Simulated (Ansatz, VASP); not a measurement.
ZrBrF: VASP beside Ansatz

INCAR

```
SYSTEM = ZrBrF
  ALGO = Normal
  EDIFF = 1E-6
  ENCUT = 520
  GGA = PE
  ISIF = 2
  ISMEAR = 0
  LASPH = .True.
  LCHARG = .True.
  LELF = .True.
  LREAL = .False.
  LVHAR = .True.
  LWAVE = .False.
  NBANDS = 20
  NELM = 80
  PREC = Accurate
  SIGMA = 0.1
```

Contents of KPOINTS:

```
k-points
0
Gamma
  4 4 4
  0 0 0
```

File POSCAR:

```
ZrBrF
1.0
    3.8076942700      0.0000000000      0.0000000000
    0.0000000000      3.8442891300      0.0000000000
    0.0000000000      0.0000000000      3.9627642000
Zr Br F
1 1 1
Direct
    0.0000000000      0.0000000000      0.0000000000
    0.5000000000      0.5000000000      0.0000000000
    0.5000000000      0.5000000000      0.5000000000
```

Input for Ansatz:

```yaml
crystal:
  lattice:
    - [3.80769427, 0.0, 0.0]
    - [0.0, 3.84428913, 0.0]
    - [0.0, 0.0, 3.9627642]
  atoms:
    - { symbol: Zr, position: [0.0, 0.0, 0.0] }
    - { symbol: Br, position: [0.5, 0.5, 0.0] }
    - { symbol: F, position: [0.5, 0.5, 0.5] }
basis:
  ecutwfc: 420
kpoints:
  mp_grid: { grid: [4, 4, 4] }
hamiltonian:
  xc: pbe
scf:
  occupations: { method: gaussian, width: 0.1 }
  lower_state_search: "off"
output:
  forces: true
  stress: true
  eigenvalues: true
```

Change from the starting cell: species swapped into the TmCoC type (Pmmm, No. 47).

Alike in both runs: task single point; functional PBE; k mesh 4 × 4 × 4; occupations gaussian, width 0.1 eV; no spin polarisation.

```csv
,VASP,Ansatz
version,VASP 6.6.1,Ansatz 0.2.0
potentials or method,"VASP PAW PBE potentials, release 64 (Zr_sv, Br, F)","scalar-relativistic, plane waves, PAW"
plane-wave cutoff (eV),520,420
valence electrons in the cell,26,26
```

VASP gave:

| Quantity | Value |
| --- | --- |
| gap on the k mesh at the Fermi level (eV) | none |
| pressure (GPa) | 16.0 |
| largest component of the traceless stress (GPa) | 31.05 |

Task: Which values does Ansatz return?

Result: gap on the k mesh at the Fermi level (eV): none; pressure (GPa): 16.0; largest component of the traceless stress (GPa): 31.04.

A gap of «none» marks a metal or a gap that the smearing closes. The functional is the same, so the differences come from potentials, cutoffs and numerics.

Caveats: the k mesh is coarse (spacing up to 0.41 Å⁻¹), so the values aren't converged; so large a pressure means that the cell lies far from this level's equilibrium, or that cutoff or potentials fall short (VASP).
